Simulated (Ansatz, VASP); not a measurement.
## Cross-check of Al3P7O22 (glassy 30Al2O3-70P2O5 (mol %)) between VASP and Ansatz

Wanted: the spread between two codes on one cell, functional and k mesh. The structure shown is the start of the Ansatz relaxation below; VASP solves that cell, so the two are compared at the walk's first step.

Calculated with Ansatz 0.2.0; plane waves, with VASP 6.6.1 beside it; single point at PBEsol.

## (1) The starting structure

The cell holds 128 atoms: 12 Al, 28 P and 88 O. Its edges and angles: a = 11.908 Å, b = 11.908 Å, c = 11.908 Å, α = 90.0°, β = 90.0°, γ = 90.0°. As first built, before any earlier steps moved the atoms (in the runner's words): 128 atoms (12 Al, 28 P, 88 O) placed at random at 2.49 g/cm^3, melted at 4000 K for 10 ps at fixed volume with the Morse and Coulomb pair potential with partial charges (Pedone, Malavasi, Menziani, Cormack and Segre, J. Phys. Chem. B 110, 11780 (2006)). Quenched from 4000 K to 300 K at 100 K/ps and fixed volume, held 10 ps at zero pressure.

## (2) Ansatz: relaxation, PBEsol

Ansatz runs on its PAW soft_1 files.

The two programs are compared at the cell with which this relaxation starts, whose forces are those of its first step.

Contents of input.yaml:

```yaml
crystal:
  lattice:
    - [11.90826, 0.0, 0.0]
    - [0.0, 11.90826, 0.0]
    - [0.0, 0.0, 11.90826]
  atoms:
    - { symbol: Al, position: [0.90256, 0.24258, 0.73043] }
    - { symbol: Al, position: [0.16744, 0.69669, 0.33089] }
    - { symbol: Al, position: [0.00231, 0.54333, 0.02483] }
    - { symbol: Al, position: [0.55247, 0.22941, 0.83682] }
    - { symbol: Al, position: [0.50069, 0.25857, 0.45284] }
    - { symbol: Al, position: [0.62794, 0.74846, 0.77919] }
    - { symbol: Al, position: [0.29373, 0.26152, 0.22111] }
    - { symbol: Al, position: [0.56816, 0.61648, 0.15601] }
    - { symbol: Al, position: [0.84784, 0.17967, 0.29522] }
    - { symbol: Al, position: [0.14482, 0.14866, 0.75043] }
    - { symbol: Al, position: [0.11571, 0.34102, 0.62771] }
    - { symbol: Al, position: [0.33322, 0.39502, 0.79107] }
    - { symbol: P, position: [0.12785, 0.91288, 0.15446] }
    - { symbol: P, position: [0.51442, 0.84158, 0.01525] }
    - { symbol: P, position: [0.26886, 0.84141, 0.94805] }
    - { symbol: P, position: [0.25661, 0.57417, 0.9713] }
    - { symbol: P, position: [0.07733, 0.28671, 0.37455] }
    - { symbol: P, position: [0.86314, 0.97179, 0.1168] }
    - { symbol: P, position: [0.03145, 0.90557, 0.74864] }
    - { symbol: P, position: [0.39703, 0.84982, 0.62688] }
    - { symbol: P, position: [0.33804, 0.52546, 0.21378] }
    - { symbol: P, position: [0.75618, 0.59253, 0.34248] }
    - { symbol: P, position: [0.81971, 0.37123, 0.94681] }
    - { symbol: P, position: [0.82742, 0.74606, 0.9869] }
    - { symbol: P, position: [0.9885, 0.52105, 0.30435] }
    - { symbol: P, position: [0.7971, 0.99712, 0.70784] }
    - { symbol: P, position: [0.99614, 0.56575, 0.65464] }
    - { symbol: P, position: [0.59286, 0.49514, 0.91318] }
    - { symbol: P, position: [0.41615, 0.49322, 0.56198] }
    - { symbol: P, position: [0.62469, 0.25836, 0.20728] }
[... 92 atom lines left out ...]
    - { symbol: O, position: [0.24006, 0.02977, 0.42616] }
    - { symbol: O, position: [0.13843, 0.80398, 0.21984] }
    - { symbol: O, position: [0.90585, 0.92252, 0.71187] }
    - { symbol: O, position: [0.48086, 0.15469, 0.7242] }
    - { symbol: O, position: [0.04138, 0.23361, 0.69896] }
    - { symbol: O, position: [0.95235, 0.85923, 0.38476] }
kpoints:
  mp_grid: { grid: [1, 1, 1] }
hamiltonian:
  xc: pbesol
  pseudopotentials: { kind: paw, azcp: { folder: soft_1 }, xc_functional: pbe }
scf:
  occupations: { method: fixed }
output:
  forces: true
relax:
  f_tol: 0.05
  max_steps: 120
```

Started as:

```bash
$ ansatz run input.yaml --threads 4 --pin off --max-ram 8192MiB --backend cpu --events-out ev --progress --plain --runs-dir out
```

Numbers of over 12 decimals in the logs are rounded to 6 here.

What it wrote:

```text
Engine: ansatz 0.2.0, x86_64-unknown-linux-gnu
Pseudopotentials: kind: paw
Pseudopotential: Al, paw, valence charge 3, recommended cutoff 420 eV (normal), soft_1/Al.paw.azcp
Pseudopotential: P, paw, valence charge 5, recommended cutoff 420 eV (normal), soft_1/P.paw.azcp
Pseudopotential: O, paw, valence charge 6, recommended cutoff 420 eV (normal), soft_1/O.paw.azcp
Functional definition: PBEsol
  exchange = pbesol_x
  correlation = pbesol_c
Crystal: 128 atoms, lattice volume = 1688.671 Å³
Basis set: ecut = 420 eV, 32987 PW (Γ), exchange–correlation on 160×160×160 points (8 copies of the dense FFT grid, shifted against one another)
Bands: 480, of which v1, the nominal top of the filled ones, is band 352 counted from 1 (351 counted from 0)
Symmetry: 1 space group operations
Space group: P1 (ITA 1), of the structure as read, at distance tolerance 1.2e-4 Å
k-points: 1
Non-local potential: Al, projectors of the file, l = 0: 2, l = 1: 2, l = 2: 1
Non-local potential: P, projectors of the file, l = 0: 2, l = 1: 2, l = 2: 1
Non-local potential: O, projectors of the file, l = 0: 2, l = 1: 2, l = 2: 1
PAW form: soft (Blöchl's): semilocal exchange-correlation on the pseudo side does not see the compensation charge
PAW frozen core: Al, regenerated for the run's functional, and the local potential with it (the file was generated under x = pbe(κ = 0.804, μ = 0.219515), c = pbe(β = 0.066725))
PAW frozen core: P, regenerated for the run's functional, and the local potential with it (the file was generated under x = pbe(κ = 0.804, μ = 0.219515), c = pbe(β = 0.066725))
PAW frozen core: O, regenerated for the run's functional, and the local potential with it (the file was generated under x = pbe(κ = 0.804, μ = 0.219515), c = pbe(β = 0.066725))
PAW one-centre angular grid: Al, 110 points (default); XC on 64 Gauss nodes
PAW one-centre angular grid: P, 110 points (default); XC on 64 Gauss nodes
PAW one-centre angular grid: O, 110 points (default); XC on 64 Gauss nodes
Initial density: superposition of atomic densities (chi_scale 0.1, normalization cell, long waves kept (reshape's long-wave potential 0.32 eV rms))
Initial wavefunctions: pseudopotential atomic-orbital guess
Functional: x = pbesol(κ = 0.804, μ = 0.123457), c = pbesol(β = 0.046)
SCF iter   1: F=—  HF=-76502.388746 eV  |F-HF|=—  |Δ(HF+E_count)|=         —  Δρ=1.24e-1  dr2=2.46e2  ethr=3.10e-3  ⟨swp⟩=6.0  Hψ=1726  notcnv=0  defer=126
preconditioner: auto → Resta (q_TF=auto, 2.358 Å⁻¹)  ε∞=2.8  [insulator: Δε(μ)=5.134 eV  Ē_g=17.835 eV  n_scr=364 (ndim 8)  ℏωp=24.0 eV  f_vac=0.102  ε∞_Penn≈2.8]
SCF iter   2: F=—  HF=-76433.285261 eV  |F-HF|=—  |Δ(HF+E_count)|=    6.91e1  Δρ=4.37e-2  dr2=1.75e1  ethr=3.10e-3  ⟨swp⟩=5.0  Hψ=1023  notcnv=0  defer=126
SCF iter   3: F=—  HF=-76429.673339 eV  |F-HF|=—  |Δ(HF+E_count)|=    3.61e0  Δρ=2.06e-2  dr2=5.22e0  ethr=2.48e-3  ⟨swp⟩=3.0  Hψ=515  notcnv=0  defer=107
automatic band count: iteration 3 solves 462 bands in place of 480: the levels show a gap, and the empty bands left out lie too high to hold charge; the band table lists the bands solved (type scf.n_extra_bands for more)
SCF iter   4: F=—  HF=-76428.954703 eV  |F-HF|=—  |Δ(HF+E_count)|=   7.19e-1  Δρ=9.43e-3  dr2=1.16e0  ethr=7.41e-4  ⟨swp⟩=4.0  Hψ=684  notcnv=0  defer=108
SCF iter   5: F=—  HF=-76428.747956 eV  |F-HF|=—  |Δ(HF+E_count)|=   2.07e-1  Δρ=2.15e-3  dr2=7.55e-2  ethr=1.65e-4  ⟨swp⟩=3.0  Hψ=778  notcnv=0  defer=108
SCF iter   6: F=—  HF=-76428.790315 eV  |F-HF|=—  |Δ(HF+E_count)|=   4.24e-2  Δρ=1.24e-3  dr2=2.12e-2  ethr=1.07e-5  ⟨swp⟩=4.0  Hψ=849  notcnv=0  defer=108
SCF iter   7: F=—  HF=-76428.791716 eV  |F-HF|=—  |Δ(HF+E_count)|=   1.40e-3  Δρ=3.36e-4  dr2=2.09e-3  ethr=3.01e-6  ⟨swp⟩=3.0  Hψ=752  notcnv=0  defer=108
SCF iter   8: F=—  HF=-76428.793546 eV  |F-HF|=—  |Δ(HF+E_count)|=   1.83e-3  Δρ=1.34e-4  dr2=2.93e-4  ethr=2.97e-7  ⟨swp⟩=3.0  Hψ=827  notcnv=0  defer=108
SCF iter   9: F=—  HF=-76428.793858 eV  |F-HF|=—  |Δ(HF+E_count)|=   3.12e-4  Δρ=7.92e-5  dr2=8.51e-5  ethr=4.16e-8  ⟨swp⟩=3.0  Hψ=870  notcnv=0  defer=108
SCF iter  10: F=-76428.793895 eV  HF=-76428.793885 eV  |F-HF|=9.85e-6  |Δ(HF+E_count)|=   2.73e-5  Δρ=2.07e-5  dr2=6.95e-6  ethr=8.88e-9  ⟨swp⟩=5.0  Hψ=1547  notcnv=0
SCF 1 converged in 10 iterations: F = -76428.793895 eV  dr2 = 6.95e-6
  greatest PAW one-centre occupation: 0.875 electrons in one spin orbital (limit 2), on the O atom at site 67 (counted from 0), in its partial waves of l = 0
relax step   1: F+E_penalty+E_count = -76428.79389472 eV  Δ(F+E_penalty+E_count) = +0.000e0 eV  max|allowed force component| = 5.314e0 eV/Å  Δτ_max = 0.0000 Å  (10 SCF iters, dr2 threshold 6.25e-5 eV, accepted)
Initial density: handed on by an earlier stage of this run
Initial wavefunctions: those handed on with the density
[...]
- { symbol: P, position: [0.770547, 0.617861, 0.368210] }
    - { symbol: P, position: [0.860647, 0.347150, 0.985955] }
    - { symbol: P, position: [0.794903, 0.740636, 0.989066] }
    - { symbol: P, position: [0.991862, 0.551018, 0.262911] }
    - { symbol: P, position: [0.823936, 0.985913, 0.669299] }
    - { symbol: P, position: [1.017177, 0.593017, 0.698775] }
    - { symbol: P, position: [0.627931, 0.463489, 0.957433] }
    - { symbol: P, position: [0.422587, 0.453967, 0.531525] }
    - { symbol: P, position: [0.557353, 0.203938, 0.220340] }
    - { symbol: P, position: [0.392886, 0.090767, 0.667358] }
    - { symbol: P, position: [0.271919, 0.036901, 0.295096] }
    - { symbol: P, position: [0.689011, 0.317830, 0.659455] }
    - { symbol: P, position: [0.424253, 0.842803, 0.370241] }
    - { symbol: P, position: [0.177994, 0.760308, 0.606529] }
    - { symbol: P, position: [0.305981, 0.238149, 0.943736] }
    - { symbol: P, position: [0.842008, 0.867925, 0.356222] }
    - { symbol: P, position: [0.603570, 0.038006, 0.040444] }
    - { symbol: P, position: [0.655678, 0.555345, 0.589897] }
    - { symbol: P, position: [0.748015, 0.056329, 0.453081] }
    - { symbol: O, position: [0.171913, 0.283042, 0.276043] }
    - { symbol: O, position: [0.505860, 0.775702, 0.690122] }
    - { symbol: O, position: [0.817770, 0.738602, 0.383564] }
    - { symbol: O, position: [0.337506, 0.525881, 0.477629] }
    - { symbol: O, position: [0.139460, 0.569144, 1.011023] }
    - { symbol: O, position: [0.549446, 0.082808, 0.151669] }
    - { symbol: O, position: [0.407572, 0.162381, 0.964154] }
    - { symbol: O, position: [0.547704, 0.529174, 0.524250] }
    - { symbol: O, position: [0.327493, 0.762138, 0.373287] }
    - { symbol: O, position: [0.615417, 0.514857, 0.073590] }
    - { symbol: O, position: [0.622546, 0.125631, 0.951555] }
    - { symbol: O, position: [-0.028973, 0.593980, 0.147342] }
    - { symbol: O, position: [0.741548, 0.696739, 0.095735] }
    - { symbol: O, position: [0.036324, 0.488324, 0.623543] }
    - { symbol: O, position: [0.309860, 0.767452, 0.629836] }
    - { symbol: O, position: [0.758665, 0.426802, 0.945840] }
    - { symbol: O, position: [0.253686, 0.630204, 0.221955] }
    - { symbol: O, position: [0.357866, 0.826373, 1.050152] }
    - { symbol: O, position: [0.960998, 0.234266, 0.290657] }
    - { symbol: O, position: [0.839565, 0.055325, 0.549873] }
    - { symbol: O, position: [0.671305, 0.610763, 0.293071] }
    - { symbol: O, position: [0.661469, 0.652178, 0.668943] }
    - { symbol: O, position: [0.202153, 0.986247, 0.182572] }
    - { symbol: O, position: [0.252519, 0.714795, 0.910719] }
[...]
- { symbol: O, position: [0.268886, 0.113885, 0.674342] }
    - { symbol: O, position: [0.926332, 0.666743, 0.659911] }
    - { symbol: O, position: [0.200579, 0.037869, 0.395011] }
    - { symbol: O, position: [0.121220, 0.807979, 0.260277] }
    - { symbol: O, position: [0.937257, 0.916139, 0.667860] }
    - { symbol: O, position: [0.468258, 0.137137, 0.757280] }
    - { symbol: O, position: [0.025250, 0.239991, 0.690568] }
    - { symbol: O, position: [0.954002, 0.904174, 0.387150] }
```

The column dr2 measures how far the density is from self-consistency, as an energy; F and HF (Harris–Foulkes) agree once it is small.

## (3) VASP: single point, PBEsol, start cell

The same cell, functional and mesh now go to VASP, with its own data sets.

Lines of VASP's logs that name or quote its potential files are left out, and so is its time.

Contents of INCAR:

```
SYSTEM = Al3P7O22
PREC = Accurate
ENCUT = 520
EDIFF = 1E-06
NELM = 120
ISMEAR = 0
SIGMA = 0.01
LREAL = Auto
ALGO = Normal
GGA = PS
NBANDS = 448
LORBIT = 11
LWAVE = .FALSE.
LCHARG = .FALSE.
ISIF = 2
LASPH = .TRUE.
GGA_COMPAT = .FALSE.
EFERMI = MIDGAP
NCORE = 4
```

Contents of POSCAR:

```
Al3P7O22
1.0
   11.9082600000      0.0000000000      0.0000000000
    0.0000000000     11.9082600000      0.0000000000
    0.0000000000      0.0000000000     11.9082600000
Al P O
12 28 88
Direct
    0.9025583922      0.2425795204      0.7304341692
    0.1674383999      0.6966928838      0.3308879719
    0.0023093214      0.5433287483      0.0248315035
    0.5524736611      0.2294121895      0.8368225081
    0.5006860784      0.2585684223      0.4528369384
    0.6279422854      0.7484636714      0.7791902427
    0.2937288907      0.2615159562      0.2211070299
    0.5681602518      0.6164796536      0.1560093582
    0.8478400707      0.1796736047      0.2952236515
    0.1448238450      0.1486615173      0.7504286940
    0.1157095999      0.3410237936      0.6277071545
    0.3332224859      0.3950199273      0.7910727512
    0.1278524318      0.9128789596      0.1544642122
    0.5144160440      0.8415839090      0.0152499190
    0.2688637971      0.8414075608      0.9480478256
    0.2566117972      0.5741728850      0.9713005930
    0.0773328765      0.2867085536      0.3745467432
    0.8631403748      0.9717876499      0.1168012791
    0.0314487591      0.9055731064      0.7486400196
    0.3970269376      0.8498218883      0.6268757988
    0.3380426695      0.5254587992      0.2137759841
    0.7561810038      0.5925298910      0.3424765667
    0.8197083369      0.3712297179      0.9468133884
    0.8274172717      0.7460619771      0.9869032084
    0.9884987395      0.5210500946      0.3043517693
    0.7971021795      0.9971230054      0.7078364093
    0.9961404941      0.5657501600      0.6546380412
    0.5928573948      0.4951437070      0.9131812708
    0.4161481190      0.4932206720      0.5619796679
    0.6246924404      0.2583584839      0.2072762939
[... 92 atom lines left out ...]
    0.2400602607      0.0297692526      0.4261579777
    0.1384333228      0.8039797586      0.2198390025
    0.9058502250      0.9225193269      0.7118672249
    0.4808595042      0.1546909456      0.7242032001
    0.0413830400      0.2336109558      0.6989602175
    0.9523473623      0.8592271247      0.3847581427
```

Contents of KPOINTS:

```
Automatic mesh
0
Gamma
1 1 1
0 0 0
```

The projector-augmented-wave data sets are Al, P and O (PBE family, release 64).

Started as:

```bash
$ mpirun -np 16 vasp_gam
```

What it wrote:

```text
[banner, memory and clock lines left out]
running   16 mpi-ranks, on    1 nodes
[...]
|                                                                             |
|               ----> ADVICE to this user running VASP <----                  |
|                                                                             |
|     You enforced a specific xc type in the INCAR file but a different       |
|     [... a line on the potential file left out ...]
|     I HOPE YOU KNOW WHAT YOU ARE DOING!                                     |
|                                                                             |

 LDA part: xc-table for (Slater+PW92), standard interpolation
 POSCAR, INCAR and KPOINTS ok, starting setup
[...]
entering main loop
       N       E                     dE             d eps       ncg     rms          rms(c)
DAV:   1     0.666414646903E+04    0.66641E+04   -0.42433E+05   912   0.155E+03
DAV:   2    -0.516759467260E+03   -0.71809E+04   -0.69408E+04  1096   0.383E+02
DAV:   3    -0.107309507192E+04   -0.55634E+03   -0.55225E+03  1072   0.114E+02
DAV:   4    -0.108455735869E+04   -0.11462E+02   -0.11401E+02  1080   0.174E+01
[...]
DAV:  17    -0.951669330490E+03    0.37333E-04   -0.21737E-04  1120   0.561E-02    0.225E-02
DAV:  18    -0.951669341225E+03   -0.10735E-04   -0.17864E-04  1064   0.252E-02    0.262E-02
DAV:  19    -0.951669341422E+03   -0.19676E-06   -0.81662E-06  1064   0.474E-03
   1 F= -.95166934E+03 E0= -.95166934E+03  d E =0.000000E+00
```

OUTCAR, selected parts (step 3):

```text
  Total       14.3778184    -11.2330680     -0.9521435      7.4721722      3.0035648     -4.9922050
  in kB       13.6413908    -10.6577136     -0.9033750      7.0894498      2.8497232     -4.7365058
  external PRESSURE =       0.6934341 kB  Pullay stress =       0.0000000 kB

 POSITION                                       TOTAL-FORCE (eV/Angst)
 -----------------------------------------------------------------------------------
     10.74790      2.88870      8.69820        -2.517521      0.199930      0.018717
      1.99390      8.29640      3.94030         1.831149      1.055375      0.055501
      0.02750      6.47010      0.29570        -3.133146      0.827572      0.407729
      6.57900      2.73190      9.96510        -0.760095      1.754722     -0.454899
      5.96230      3.07910      5.39250         1.409997      2.083460     -0.771789
      7.47770      8.91290      9.27880         1.433959     -0.519083      1.601378
[...]
6.87670      4.06430      1.50480         0.233428     -0.649870      0.264128
      0.51900      4.86770      4.03400        -0.670125      1.918263     -0.183243
     10.24490      6.11080      3.95150        -2.042818     -0.234004      0.700470
      2.01610      2.09720     10.63740        -2.028803     -0.036726      0.284651
     11.88000      6.61360      9.28810        -0.275735      0.648715      0.633113
      8.92890     10.83280      4.83580        -1.371505     -2.149393      0.927125
      8.35980      6.89390      5.44730         0.248528     -0.081548      0.211459
[...]
-----------------------------------------------------------------------------------
    total drift:                                0.014439     -0.008666     -0.005580

  FREE ENERGIE OF THE ION-ELECTRON SYSTEM (eV)
  ---------------------------------------------------
  free  energy   TOTEN  =      -951.6693414220 eV

  energy  without entropy=     -951.6693414220  energy(sigma->0) =     -951.66934142

[... 3 further parts left out ...]
[key lines of the parts left out:]
E-fermi :   3.4463
```

The run ends at a pressure of 0.07 GPa, with forces up to 5.6 eV/Å.

## (4) Comparison

Known differences besides the potentials themselves: fixed occupations in Ansatz, narrow Gaussian smearing in VASP; the cutoff is 420 eV in Ansatz and 520 eV in VASP (PREC = Accurate, projectors in real space); Ansatz makes its cores anew for this functional, VASP keeps those of its PBE data sets. Total energies have different zeros and are not compared.

Forces on 8 of the 128 atoms, those with the largest forces and the largest differences (eV/Å; atoms numbered as in POSCAR):

| atom | Ansatz x, y, z | VASP x, y, z |
| --- | --- | --- |
| P14 | 2.425, -3.788, -2.478 | 2.360, -3.690, -2.460 |
| P15 | -0.807, -0.576, -3.923 | -0.744, -0.585, -3.743 |
| P19 | 0.887, -1.526, 4.371 | 0.886, -1.465, 4.197 |
| P24 | -3.144, -4.795, 0.160 | -3.012, -4.688, 0.174 |
| P32 | -1.528, -0.926, 4.613 | -1.458, -0.912, 4.476 |
| P36 | 2.857, -3.643, -1.188 | 2.804, -3.538, -1.140 |
| P37 | 4.477, 2.439, 1.720 | 4.304, 2.389, 1.634 |
| O89 | 1.840, 5.314, 1.265 | 1.786, 5.204, 1.231 |

The forces differ by 44 meV/Å r.m.s., which is 2.9 % of the r.m.s. force of 1.494 eV/Å (both taken over all components).

## (5) Summary of results

| Property | Result |
| --- | --- |
| r.m.s. force difference (single point, PBEsol, start cell) | 2.9 % of the r.m.s. force |

What this shows: The r.m.s. force difference is 2.9 % of the r.m.s. force (single point, PBEsol, start cell), at about the 3 % picked in this series as the mark of a large difference. 1 further run of this series is not shown here. How closely two codes agree says nothing of how well the functional describes the real material.

[Lines on the potential files, build, host, timing and source positions are cut from VASP's logs without a mark.]

[Logs are printed without paths, hosts, clocks, repeated set-up lines and the standing remarks that a program may print on its own settings, such as how far it seeks lower states.]

[Hosts, paths, dates, database ids (printed as entryN), source tags and the programs' standing remarks are cut or masked in the printed files.]
